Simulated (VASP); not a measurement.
HgAl and the effect of the functional

The cell as given:

Symmetry: F-43m, No. 216, cubic system. The conventional cell has a = 6.137 Å, b = 6.137 Å, c = 6.137 Å, α = 90.00°, β = 90.00°, γ = 90.00°. Around Al (site symmetry -43m) lie 4 Hg at 2.66 Å. Hg (site symmetry -43m) has 4 Al at 2.66 Å as nearest neighbours.

The cell comes from a database or a generator and needn't be the stable form of this composition.

Kept alike: task relaxation of cell and atoms; k mesh 8 × 8 × 8; occupations fermi-dirac, width 0.05 eV; no spin polarisation. Program: VASP, PAW files Al, Hg, 600 eV. The mesh is that of the run's cell of 2 atoms. No spin-orbit coupling.

| functional | volume (Å³/atom) |
| --- | --- |
| AM05 | 27.580 |
| BLYP | 31.746 |
| LDA | 26.421 |
| PBE | 28.962 |
| PBEsol | 27.347 |
| PW91 | 28.933 |
| RPBE | 30.256 |
| optB88-vdW | 28.727 |
| rev-vdW-DF2 | 28.297 |
| revPBE | 29.819 |
| vdW-DF-cx | 27.600 |

The relaxations keep at least the cell's symmetry (F-43m). For a metal such a mesh leaves the last digits unconverged. Relaxations stop with a little pressure left, so the last digits of a volume or edge aren't settled. Potentials were made for PBE (AM05, BLYP, PBE, PBEsol, PW91, RPBE, optB88-vdW, rev-vdW-DF2, revPBE, vdW-DF-cx); LDA (LDA).

Problem. What does the functional change here?

Solution. The volume runs from 26.421 (LDA) to 31.746 Å³/atom (BLYP). From PBE: AM05 -1.382; BLYP +2.784; LDA -2.541; PBEsol -1.615; PW91 -0.029; RPBE +1.294; optB88-vdW -0.235; rev-vdW-DF2 -0.665; revPBE +0.857; vdW-DF-cx -1.362.
